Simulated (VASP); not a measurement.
Given:

```yaml
crystal:
  lattice:
    - [4.51645, 0.00000, 0.00000]
    - [0.00000, 4.51645, 0.00000]
    - [0.00000, 0.00000, 4.51645]
  atoms:
    - { symbol: Cs, position: [0.00000, 0.00000, 0.00000] }
    - { symbol: I, position: [0.50000, 0.50000, 0.50000] }
```

Method: PBEsol GGA, VASP's PBE PAW potentials (set 64) (plane waves; VASP). Run with 400 eV cut-off, 8×8×8 Γ-centred mesh, Gaussian smearing of 0.010 eV, potentials Cs_sv I.

Unless said otherwise, spin-orbit coupling is left out, though it shifts the bands of the heavy elements here.

Problem. Predict the energy per atom (σ→0), band gap (on the k-mesh) with the smallest direct gap where there is one.

Solution. 
```
Property                                      Value
-----------------------------------  --------------
band gap (on the k-mesh)                    3.81 eV
smallest direct gap (on the k-mesh)         3.89 eV
energy per atom (σ→0)                -2.888 eV/atom
```

The compound is CsI in the CsCl type structure. It was relaxed first.
